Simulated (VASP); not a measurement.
Given:

```xyz
2
Lattice="3.1778 0.0000 0.0000 0.0000 3.1778 0.0000 0.0000 0.0000 3.1778" Properties=species:S:1:pos:R:3 pbc="T T T"
Y      0.0000     0.0000     0.0000
B      1.5889     1.5889     1.5889
```

These are PBEsol GGA, VASP's PBE PAW potentials (set 64) (plane waves; VASP) values and carry that method's errors. Run with 520 eV cut-off, Gaussian smearing of 0.050 eV, potentials Y_sv B.

### Question
What does the run give for the band gap (along the path) with the smallest direct gap where there is one?

### Answer

```json
{
  "band gap (along the path)": "none (metal, semimetal or under 0.01 eV)"
}
```

Total energies compare only between runs with the same potentials, cut-off and functional.

The structure was generated: YB was put into the CsCl type type (Pm-3m), which need not be its known phase. It was relaxed first, which changed the volume by -29 %.
